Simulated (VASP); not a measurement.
Level of theory: vdW-DF2, VASP's PBE PAW potentials (set 64) (plane waves; VASP).

The input files of a VASP run:

File KPOINTS:
```
K-points
0
G
  10 10 10
0 0 0
```

**INCAR**
```
SYSTEM=InP
PREC=Accurate; ENCUT=520; LREAL=.False.
LASPH=.True.
EDIFF=1E-7; NELM=100; ALGO=Normal
LMAXMIX=4
ISMEAR=1; SIGMA=0.1
GGA=ML; LUSE_VDW=.True.; AGGAC=0.0
ZAB_VDW=-1.8867
ISIF=2
LWAVE=.False.; LCHARG=.False.
```

**POSCAR**
```
InP
1
    0.0000000000     3.0832754756     3.0832754756
    3.0832754756     0.0000000000     3.0832754756
    3.0832754756     3.0832754756     0.0000000000
In P
1 1
Direct
  0.0000000000   0.0000000000   0.0000000000
  0.2500000000   0.2500000000   0.2500000000
```

POTCAR, in this order: In_d P (PBE.64 set). Program: vasp_std.

Output

### OUTCAR
```
 ion  position               nearest neighbor table
   1  0.000  0.000  0.000-   2 2.67   2 2.67   2 2.67   2 2.67
   2  0.250  0.250  0.250-   1 2.67   1 2.67   1 2.67   1 2.67
  LATTYP: Found a face centered cubic cell.
 ALAT       =     6.1665509512
 Subroutine PRICEL returns:
 Original cell was already a primitive cell.
 Subroutine GETGRP returns: Found 24 space group operations
The static configuration has the point symmetry T_d .
The dynamic configuration has the point symmetry T_d .
 Subroutine INISYM returns: Found 24 space group operations
 Subroutine IBZKPT returns following result:
 Found     47 irreducible k-points:

 Following reciprocal coordinates:
            Coordinates               Weight
  0.000000  0.000000  0.000000      1.000000
  0.100000  0.000000  0.000000      8.000000
  0.200000  0.000000  0.000000      8.000000
  0.300000  0.000000  0.000000      8.000000
  0.400000  0.000000  0.000000      8.000000
  0.500000  0.000000  0.000000      4.000000
  0.100000  0.100000  0.000000      6.000000
  0.200000  0.100000  0.000000     24.000000
  0.300000  0.100000  0.000000     24.000000
  0.400000  0.100000  0.000000     24.000000
  0.500000  0.100000  0.000000     24.000000
 -0.400000  0.100000  0.000000     24.000000
 -0.300000  0.100000  0.000000     24.000000
 -0.200000  0.100000  0.000000     24.000000
 -0.100000  0.100000  0.000000     12.000000
  0.200000  0.200000  0.000000      6.000000
  0.300000  0.200000  0.000000     24.000000
  0.400000  0.200000  0.000000     24.000000
  0.500000  0.200000  0.000000     24.000000
 -0.400000  0.200000  0.000000     24.000000
 -0.300000  0.200000  0.000000     24.000000
 -0.200000  0.200000  0.000000     12.000000
  0.300000  0.300000  0.000000      6.000000
  0.400000  0.300000  0.000000     24.000000
...
```

### OSZICAR
```
       N       E                     dE             d eps       ncg     rms          rms(c)
DAV:   1     0.118701848017E+03    0.11870E+03   -0.85545E+03  1227   0.145E+03
DAV:   2     0.540574023151E+01   -0.11330E+03   -0.10954E+03  1282   0.319E+02
DAV:   3    -0.345899317172E+01   -0.88647E+01   -0.87398E+01  1627   0.945E+01
DAV:   4    -0.372223464190E+01   -0.26324E+00   -0.26303E+00  1432   0.182E+01
DAV:   5    -0.373393797335E+01   -0.11703E-01   -0.11703E-01  1799   0.332E+00    0.444E+00
DAV:   6    -0.322554488306E+01    0.50839E+00   -0.12144E+00  1770   0.150E+01    0.258E+00
DAV:   7    -0.321676725710E+01    0.87776E-02   -0.19544E-01  1388   0.288E+00    0.111E+00
DAV:   8    -0.321596148532E+01    0.80577E-03   -0.12229E-02  1447   0.137E+00    0.335E-01
DAV:   9    -0.321604119413E+01   -0.79709E-04   -0.33664E-03  1492   0.673E-01    0.179E-01
DAV:  10    -0.321604027929E+01    0.91484E-06   -0.23564E-04  1684   0.120E-01    0.133E-01
DAV:  11    -0.321605448745E+01   -0.14208E-04   -0.50449E-05  1387   0.671E-02    0.180E-02
DAV:  12    -0.321605545470E+01   -0.96724E-06   -0.18319E-05  1607   0.773E-02    0.125E-02
DAV:  13    -0.321605546205E+01   -0.73499E-08   -0.73084E-07  1506   0.786E-03
   1 F= -.32160555E+01 E0= -.32161194E+01  d E =0.191856E-03
```

**OUTCAR**
```
------------------------ aborting loop because EDIFF is reached ----------------------------------------
  FORCE on cell =-STRESS in cart. coord.  units (eV):
  Direction    XX          YY          ZZ          XY          YZ          ZX
  --------------------------------------------------------------------------------------
  Total       -0.4809266     -0.4809266     -0.4809266      0.0000000      0.0000000      0.0000000
  in kB      -13.1438429    -13.1438429    -13.1438429      0.0000000      0.0000000      0.0000000
  external PRESSURE =     -13.1438429 kB  Pullay stress =       0.0000000 kB
  volume of cell :       58.62
      direct lattice vectors                 reciprocal lattice vectors
     0.000000000  3.083275476  3.083275476    -0.162165205  0.162165205  0.162165205
     3.083275476  0.000000000  3.083275476     0.162165205 -0.162165205  0.162165205
     3.083275476  3.083275476  0.000000000     0.162165205  0.162165205 -0.162165205
  FREE ENERGIE OF THE ION-ELECTRON SYSTEM (eV)
  ---------------------------------------------------
  free  energy   TOTEN  =        -3.2160554620 eV

  energy  without entropy=       -3.2162473180  energy(sigma->0) =       -3.21611941
```
(Selected blocks of OUTCAR.)

The compound is InP in the zinc blende structure. This cell is one point of a volume scan, at 1.03 of the reference volume.
